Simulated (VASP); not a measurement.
```
CELL_PARAMETERS angstrom
      0.00000     2.09808     2.09808
      2.09808     0.00000     2.09808
      2.09808     2.09808     0.00000
ATOMIC_POSITIONS crystal
  Mg 0.00000 0.00000 0.00000
  O  0.50000 0.50000 0.50000
```

Method: MS2 meta-GGA, VASP's PBE PAW potentials (set 64) (plane waves; VASP). Settings: 520 eV cut-off, 12×12×12 Γ-centred mesh, tetrahedra with Blöchl corrections, potentials Mg O.

**Question.** Estimate the energy per atom (σ→0), band gap (over mesh and band path) with the smallest direct gap where there is one.

**Answer.** 
```json
{
 "band gap (over mesh and band path)": "5.24 eV",
 "smallest direct gap (over mesh and band path)": "5.24 eV",
 "energy per atom (σ→0)": "-8.946 eV/atom"
}
```

The absolute energy has meaning only against runs of the same code, potentials and settings.

The compound is MgO in the rock salt structure. It was relaxed first.
